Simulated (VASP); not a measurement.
Consider the following.

```
CELL_PARAMETERS angstrom
      4.53840     0.00000     0.00000
      0.00000     4.53840     0.00000
      0.00000     0.00000     4.53840
ATOMIC_POSITIONS crystal
  Cs 0.00000 0.00000 0.00000
  I  0.50000 0.50000 0.50000
```

All values below come from rev-vdW-DF2, VASP's PBE PAW potentials (set 64) (plane waves; VASP). Settings: 520 eV cut-off, Gaussian smearing of 0.050 eV, potentials Cs_sv I.

Unless said otherwise, spin-orbit coupling is left out, though it shifts the bands of the heavy elements here.

Question: Give the energies of bands 4 to 11 at the high-symmetry points, in eV from the valence-band maximum.

Answer: 
```
band      Γ      X      M      R
----  -----  -----  -----  -----
4     -7.07  -7.00  -7.46  -7.34
5     -7.07  -7.00  -6.95  -7.34
6     -0.09  -1.63  -0.88  -1.37
7     -0.09  -0.26  -0.88  -1.37
8     -0.09  -0.26   0.00  -1.37
9      3.81   5.07   4.13   7.17
10     4.05   6.49   4.86   7.17
11     4.05   6.71   6.05   7.17
```

The gap is indirect, 3.81 eV, from the valence maximum at M to the conduction minimum at Γ.

Measured: gap 6.20 eV (computed value off by -2.39 eV), as given by Aguado et al., (1998), arXiv:cond-mat/9809176.

The compound is CsI in the CsCl type structure. It was relaxed first.
